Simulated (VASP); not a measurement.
Consider the following.

```
MoSi
1.0
    5.30503     0.00000     0.00000
   -2.65251     4.59429     0.00000
    0.00000     0.00000     4.15928
Mo Si
3 3
Direct
  0.50000   0.00000   0.00000
  0.50000   0.50000   0.00000
  0.00000   0.50000   0.00000
  0.00000   0.00000   0.00000
  0.33333   0.66667   0.50000
  0.66667   0.33333   0.50000
```

All values below come from PBEsol GGA, VASP's PBE PAW potentials (set 64) (plane waves; VASP 6.6.1). Run with 400 eV cut-off, Gaussian smearing of 0.050 eV, potentials Mo_sv Si.

**Question.** What does the run give for the band gap (along the path) with the smallest direct gap where there is one?

**Answer.** 
```
Item                                                         Result
-------------------------  ----------------------------------------
band gap (along the path)  none (metal, semimetal or under 0.01 eV)
```

The structure was generated: SiMo was put into the CoSn type (P6/mmm), which need not be its known phase. It was relaxed first, which changed the volume by -12 %.
